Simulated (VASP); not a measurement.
Level of theory: AM05 GGA, VASP's PBE PAW potentials (set 64) (plane waves; VASP).

VASP ran on this input.

POSCAR:
```
SnO2
1
    4.7733788659    -0.0000000000     0.0000000000
   -0.0000000000     4.7733788659     0.0000000000
    0.0000000000     0.0000000000     3.2193506850
Sn O
2 4
Direct
  0.0000000000   0.0000000000   0.0000000000
  0.5000000000   0.5000000000   0.5000000000
  0.3064345582   0.3064345582   0.0000000000
  0.8064345582   0.1935654418   0.5000000000
  0.1935654418   0.8064345582   0.5000000000
  0.6935654418   0.6935654418   0.0000000000
```

**INCAR**
```
# general
SYSTEM =SnO2
PREC   =Accurate
ENCUT  =520
LREAL  =.False.
LASPH  =.True.

# electronic loop
EDIFF  =1E-6
NELM   =100
ALGO   =Normal
LMAXMIX=4

# smearing
ISMEAR =0
SIGMA  =0.05

# functional
GGA    =AM

# ions
IBRION =2
NSW    =60
ISIF   =3
EDIFFG =-0.02

# output
LWAVE  =.False.
LCHARG =.False.
```

KPOINTS:
```
Automatic mesh
0
gamma
  4 4 6
0 0 0
```

POTCAR, in this order: Sn_d O (PBE.64 set). Program: vasp_std.

What will the output report for the number of irreducible k-points (NKPTS), largest plane-wave count, number of space-group operations, FFT grid (NGX, NGY, NGZ)?

The number of irreducible k-points (NKPTS) is 24 and the largest plane-wave count comes out as 2004. The number of space-group operations is 16. The FFT grid (NGX, NGY, NGZ) is 36 × 36 × 24.

The compound is SnO2 in the rutile structure. This run relaxes it. Symmetry was kept, so distortions that lower it aren't found. The start is the result of an earlier pass.
